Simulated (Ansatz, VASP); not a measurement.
## Two plane-wave programs on Ag3SF

```xyz
5
Lattice="4.7861 0.0000 0.0000 0.0000 4.7861 0.0000 0.0000 0.0000 4.7861" Properties=species:S:1:pos:R:3 pbc="T T T"
S     0.0000    0.0000    0.0000
F     2.3930    2.3930    2.3930
Ag    2.3930    2.3930    0.0000
Ag    2.3930    0.0000    2.3930
Ag    0.0000    2.3930    2.3930
```

The cell comes from a database or a generator and needn't be the stable form of this composition.

Alike in both runs: task single point; functional LDA; k mesh 4 × 4 × 4; occupations gaussian, width 0.05 eV; no spin polarisation.

```csv
,VASP,Ansatz
version,VASP 6.6.1,Ansatz 0.2.0
potentials or method,"VASP PAW LDA potentials, release 64 (S, F, Ag)","scalar-relativistic, plane waves, PAW"
plane-wave cutoff (eV),520,420
valence electrons in the cell,46,70
```

```tsv
	VASP	Ansatz	Ansatz less VASP
gap on the k mesh at the Fermi level (eV)	none	none	-
pressure (GPa)	-11.4	-11.4	+0.06
```

A gap of «none» marks a metal or a gap that the smearing closes. The two sets of potentials don't hold the same shells in valence.
